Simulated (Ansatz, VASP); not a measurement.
**One calculation of Mg3CdTe4, two programs**

```
CELL_PARAMETERS angstrom
4.63180 0.00000 0.00000
0.00000 4.63180 0.00000
0.00000 0.00000 13.01950
ATOMIC_POSITIONS crystal
Mg 0.50000 0.50000 0.25217
Mg 0.00000 0.00000 0.50000
Mg 0.50000 0.50000 0.74783
Cd 0.00000 0.00000 0.00000
Te 0.50000 0.00000 0.37607
Te 0.00000 0.50000 0.62393
Te 0.50000 0.00000 0.87094
Te 0.00000 0.50000 0.12906
```

Alike in both runs: task single point; functional PBE; k mesh 4 × 4 × 2; occupations gaussian, width 0.1 eV; no spin polarisation.

|  | VASP | Ansatz |
| --- | --- | --- |
| version | VASP 6.6.1 | Ansatz 0.2.0 |
| potentials or method | VASP PAW PBE potentials, release 64 (Mg, Cd, Te) | scalar-relativistic, plane waves, PAW |
| plane-wave cutoff (eV) | 520 | 420 |
| valence electrons in the cell | 42 | 114 |

```csv
,VASP,Ansatz,Ansatz less VASP
gap on the k mesh at the Fermi level (eV),1.77,1.78,+0.006
least direct gap on the mesh (eV),1.77,1.78,+0.006
pressure (GPa),0.0,0.0,-0.02
largest component of the traceless stress (GPa),0.07,0.07,0.000
rms of the force components (eV/Å),0.008,0.003,-0.0049
```

Atom by atom the forces differ by 0.005 eV/Å (rms over components). With one functional, cell and mesh, what is left measures potentials, basis and numerics. The two sets of potentials don't hold the same shells in valence.

Caveats: spin-orbit coupling is left out, which moves the levels of the heavy elements. Expect the measured gap to be larger: semilocal functionals such as PBE lack the derivative discontinuity.
